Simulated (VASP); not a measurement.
Energy against volume of CsI (CsCl type). All values below come from optB86b-vdW, VASP's PBE PAW potentials (set 64) (plane waves; VASP). Settings: 520 eV cut-off, 6×6×6 Γ-centred mesh, Gaussian smearing of 0.050 eV, potentials Cs_sv I.

| V (Å³/atom) | E (eV/atom) |
|---|---|
| 45.083 | -0.44136 |
| 46.477 | -0.44347 |
| 47.872 | -0.44193 |
| 49.266 | -0.43737 |

Fit these four points and predict the energy of the run at 43.689 Å³/atom.

A cubic in V^(−2/3), the third-order Birch-Murnaghan form, passes through the four points with V0 = 46.54 Å³/atom and B0 = 14 GPa, and gives -0.4348 eV/atom there. The run gave -0.4349 eV/atom, -0.0 meV/atom from the fit; all five points give B0 = 14 GPa.

The compound is CsI in the CsCl type structure. It was relaxed first.
